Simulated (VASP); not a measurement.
Input for VASP

**KPOINTS**
```
kpoints
0
G
13 13 13
```

**INCAR**
```
SYSTEM = HgO
PREC = Accurate
ENCUT = 620
EDIFF = 1E-6
NELM = 100
ALGO = Normal
LREAL = .FALSE.
LASPH = .TRUE.
ISMEAR = 1
SIGMA = 0.1
GGA = PS
LMAXMIX = 6
LWAVE = .FALSE.
LCHARG = .FALSE.
IBRION = 2
ISIF = 3
NSW = 40
EDIFFG = -0.02
PSTRESS = 300
```

File POSCAR:
```
HgO
1
    0.0000000000     2.4829943220     2.4829943220
    2.4829943220     0.0000000000     2.4829943220
    2.4829943220     2.4829943220     0.0000000000
Hg O
1 1
Direct
  0.0000000000   0.0000000000   0.0000000000
  0.2500000000   0.2500000000   0.2500000000
```

POTCAR, in this order: Hg O (PBE.64 set). Program: vasp_std.

Question: Write an equivalent input for Quantum ESPRESSO's pw.x.

Answer: One equivalent input (not run):
```
&CONTROL
  calculation = 'vc-relax'
  pseudo_dir = './pseudo'
  outdir = './out'
  tprnfor = .true.
  tstress = .true.
  nstep = 40
  forc_conv_thr = 0.00078
/
&SYSTEM
  ibrav = 0
  nat = 2
  ntyp = 2
  ecutwfc = 84
  occupations = 'smearing'
  smearing = 'methfessel-paxton'
  degauss = 0.00735
  input_dft = 'pbesol'
/
&ELECTRONS
  conv_thr = 7.3e-08
  electron_maxstep = 100
/
&IONS
/
&CELL
  press = 300
/
ATOMIC_SPECIES
  Hg 200.592 Hg.upf
  O 15.999 O.upf
CELL_PARAMETERS angstrom
     0.0000000    2.4829943    2.4829943
     2.4829943    0.0000000    2.4829943
     2.4829943    2.4829943    0.0000000
ATOMIC_POSITIONS crystal
  Hg   0.0000000  0.0000000  0.0000000
  O    0.2500000  0.2500000  0.2500000
K_POINTS automatic
  13 13 13 0 0 0
```
The two are equivalent in intent, not identical: the potentials are each code's own (VASP's PAW set, PseudoDojo norm-conserving files in pw.x), so ENCUT and ecutwfc are chosen apart and not converted; conv_thr bounds pw.x's estimated SCF error, while EDIFF bounds the energy change between steps; forc_conv_thr acts on force components and is met together with etot_conv_thr.

The structure was generated: HgO was put into the zinc blende type (F-43m), which need not be its known phase. This run relaxes it under an external pressure of 30 GPa. Symmetry was kept, so distortions that lower it aren't found.
